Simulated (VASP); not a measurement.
```xyz
12
Lattice="5.1344 0.0000 -0.0073 0.0000 5.2112 0.0000 -0.8780 0.0000 5.2322" Properties=species:S:1:pos:R:3 pbc="T T T"
Zr     3.0182     4.9870     4.1300
Zr     1.2382     0.2242     1.0949
Zr     0.7992     2.3814     3.7109
Zr     3.4572     2.8298     1.5139
O     -0.3870     0.8656     4.4134
O      4.6434     4.3456     0.8115
O      4.2044     3.4712     3.4275
O      0.0520     1.7400     1.7973
O      2.8106     1.3410     0.1057
O      1.4458     3.8702     5.1191
O      1.8848     3.9466     2.5030
O      2.3716     1.2646     2.7218
```

These are PBEsol GGA, VASP's PBE PAW potentials (set 64) (plane waves; VASP) values and carry that method's errors. Settings: 520 eV cut-off, Gaussian smearing of 0.050 eV, potentials Zr_sv O.

Task: Give the energies of bands 41 to 54 at the high-symmetry points, in eV from the valence-band maximum.

Result: 
```tsv
band	Γ	Z	D	B	A	E	C2	Y2
41	-1.62	-1.26	-1.51	-1.54	-1.32	-1.50	-1.55	-1.49
42	-1.17	-1.26	-1.51	-1.54	-1.32	-1.50	-1.55	-1.31
43	-1.13	-1.03	-0.90	-1.02	-1.23	-1.23	-1.40	-1.25
44	-0.84	-1.03	-0.90	-1.02	-1.23	-1.23	-1.40	-0.91
45	-0.64	-0.85	-0.89	-0.77	-0.93	-1.03	-0.94	-0.72
46	-0.52	-0.85	-0.89	-0.77	-0.93	-1.03	-0.94	-0.57
47	-0.19	-0.42	-0.64	-0.47	-0.47	-0.68	-0.58	-0.40
48	0.00	-0.42	-0.64	-0.47	-0.47	-0.68	-0.58	-0.08
49	3.98	4.48	4.33	4.22	3.81	4.05	4.25	3.58
50	4.35	4.48	4.33	4.22	3.81	4.05	4.25	4.53
51	4.66	4.91	4.50	4.52	4.90	4.61	4.61	4.61
52	4.93	4.91	4.50	4.52	4.90	4.61	4.61	4.74
53	4.99	5.26	5.18	5.49	5.10	5.01	5.43	5.18
54	5.41	5.26	5.18	5.49	5.10	5.01	5.43	5.21
```

The gap is indirect, 3.58 eV, from the valence maximum at Γ to the conduction minimum at Y2.

The structure comes from a computed database's ZrO2 entry (P2_1/c), a phase known from measurement. It was relaxed first.
